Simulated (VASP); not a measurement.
Output of a VASP run:

File OSZICAR:
```
       N       E                     dE             d eps       ncg     rms          rms(c)
DAV:   1     0.475770879702E+03    0.47577E+03   -0.25512E+04  2240   0.138E+03
DAV:   2    -0.701583000586E+01   -0.48279E+03   -0.47214E+03  2356   0.402E+02
DAV:   3    -0.367102869012E+02   -0.29694E+02   -0.29454E+02  2468   0.933E+01
DAV:   4    -0.375215667870E+02   -0.81128E+00   -0.80908E+00  2462   0.158E+01
DAV:   5    -0.375449593874E+02   -0.23393E-01   -0.23381E-01  2449   0.264E+00    0.338E+01
RMM:   6    -0.348382415056E+02    0.27067E+01   -0.15522E+01  2389   0.169E+01    0.130E+01
RMM:   7    -0.346005557057E+02    0.23769E+00   -0.18196E+00  2214   0.597E+00    0.655E+00
RMM:   8    -0.346658247208E+02   -0.65269E-01   -0.10070E+00  2243   0.388E+00    0.148E+00
RMM:   9    -0.346573022797E+02    0.85224E-02   -0.27652E-01  2160   0.202E+00    0.110E+00
RMM:  10    -0.346517880304E+02    0.55142E-02   -0.50961E-02  2329   0.100E+00    0.197E-01
RMM:  11    -0.346526053223E+02   -0.81729E-03   -0.14812E-02  2590   0.462E-01    0.110E-01
RMM:  12    -0.346526693738E+02   -0.64052E-04   -0.27659E-03  2495   0.226E-01    0.439E-02
RMM:  13    -0.346526966916E+02   -0.27318E-04   -0.81675E-04  2455   0.123E-01    0.160E-02
RMM:  14    -0.346527065024E+02   -0.98108E-05   -0.17698E-04  2244   0.636E-02    0.722E-03
RMM:  15    -0.346527091029E+02   -0.26005E-05   -0.53557E-05  1453   0.293E-02
   1 F= -.34652709E+02 E0= -.34652709E+02  d E =-.346527E+02
       N       E                     dE             d eps       ncg     rms          rms(c)
DAV:   1    -0.346654913293E+02   -0.12785E-01   -0.21877E+00  2362   0.564E+00    0.149E+00
RMM:   2    -0.346726898932E+02   -0.71986E-02   -0.86921E-02  2033   0.139E+00    0.552E-01
RMM:   3    -0.346741904286E+02   -0.15005E-02   -0.15662E-02  2165   0.616E-01    0.335E-01
RMM:   4    -0.346742715939E+02   -0.81165E-04   -0.23334E-03  2058   0.264E-01    0.169E-01
RMM:   5    -0.346742534289E+02    0.18165E-04   -0.82152E-04  2099   0.134E-01    0.357E-02
RMM:   6    -0.346742704852E+02   -0.17056E-04   -0.18207E-04  2058   0.592E-02    0.307E-02
RMM:   7    -0.346742711376E+02   -0.65234E-06   -0.23853E-05  1294   0.216E-02
   2 F= -.34674271E+02 E0= -.34674271E+02  d E =-.215620E-01
       N       E                     dE             d eps       ncg     rms          rms(c)
DAV:   1    -0.346743631901E+02   -0.92705E-04   -0.18013E-02  2348   0.514E-01    0.129E-01
RMM:   2    -0.346744154357E+02   -0.52246E-04   -0.73347E-04  1784   0.128E-01    0.521E-02
RMM:   3    -0.346744310354E+02   -0.15600E-04   -0.15632E-04  1798   0.599E-02    0.281E-02
RMM:   4    -0.346744324983E+02   -0.14630E-05   -0.17426E-05  1179   0.247E-02
   3 F= -.34674432E+02 E0= -.34674432E+02  d E =-.217234E-01
```

**OUTCAR**
```
------------------------ aborting loop because EDIFF is reached ----------------------------------------
  FORCE on cell =-STRESS in cart. coord.  units (eV):
  Direction    XX          YY          ZZ          XY          YZ          ZX
  --------------------------------------------------------------------------------------
  Total        0.0403394      0.0403394      0.0205660     -0.0000000      0.0000000      0.0000000
  in kB        0.5846972      0.5846972      0.2980924     -0.0000000      0.0000000      0.0000000
  external PRESSURE =       0.4891623 kB  Pullay stress =       0.0000000 kB
  volume of cell :      110.54
      direct lattice vectors                 reciprocal lattice vectors
     3.193572236  0.000000000  0.000000000     0.313128975  0.180785099  0.000000000
    -1.596786118  2.765714663  0.000000000     0.000000000  0.361570199  0.000000000
     0.000000000  0.000000000 12.514832334     0.000000000  0.000000000  0.079905186
 POSITION                                       TOTAL-FORCE (eV/Angst)
 -----------------------------------------------------------------------------------
      1.59679      0.92190      9.38612         0.000000      0.000000      0.000000
     -0.00000      1.84381      3.12871        -0.000000     -0.000000      0.000000
      1.59679      0.92190      4.70686        -0.000000     -0.000000      0.001536
     -0.00000      1.84381     10.96427         0.000000      0.000000      0.001536
     -0.00000      1.84381      7.80798        -0.000000      0.000000     -0.001536
      1.59679      0.92190      1.55056         0.000000     -0.000000     -0.001536
 -----------------------------------------------------------------------------------
    total drift:                                0.000641     -0.000370      0.000815
  FREE ENERGIE OF THE ION-ELECTRON SYSTEM (eV)
  ---------------------------------------------------
  free  energy   TOTEN  =       -34.6744324983 eV

  energy  without entropy=      -34.6744324983  energy(sigma->0) =      -34.67443250

 reached required accuracy - stopping structural energy minimisation
```
(Selected blocks of OUTCAR.)

File POSCAR:
```
WS2
1
    3.1935722364     0.0000000000     0.0000000000
   -1.5967861183     2.7657146627     0.0000000000
    0.0000000000     0.0000000000    12.5148323341
W S
2 4
Direct
  0.6666670000   0.3333330000   0.7500000000
  0.3333330000   0.6666670000   0.2500000000
  0.6666670000   0.3333330000   0.3780000000
  0.3333330000   0.6666670000   0.8780000000
  0.3333330000   0.6666670000   0.6220000000
  0.6666670000   0.3333330000   0.1220000000
```

Question: Reconstruct the remaining input files.

Answer: Several could match; the one computed here: the input of the run itself, optB88-vdW, plane waves, VASP's PBE PAW potentials (set 64).

**INCAR**
```
# general
SYSTEM  =WS2
PREC    =Normal
ENCUT   =400
LREAL   =.FALSE.
LASPH   =.TRUE.

# electronic loop
EDIFF   =1E-5
NELM    =100
NELMIN  =4
ALGO    =Fast
LMAXMIX =6

# smearing
ISMEAR  =0
SIGMA   =0.05

# functional
GGA     =BO
LUSE_VDW=.TRUE.
AGGAC   =0.0
PARAM1  =0.1833333333
PARAM2  =0.22

# ions
IBRION  =2
NSW     =20
ISIF    =2
EDIFFG  =-0.03

# output
LWAVE   =.FALSE.
LCHARG  =.FALSE.
```

**KPOINTS**
```
Automatic mesh
0
Gamma
11 11 3
0 0 0
```

POTCAR, in this order: W_sv S (PBE.64 set). Program: vasp_std.

The compound is WS2 in the 2H layered structure. This run relaxes the ions in a fixed cell. Symmetry was kept, so distortions that lower it aren't found.
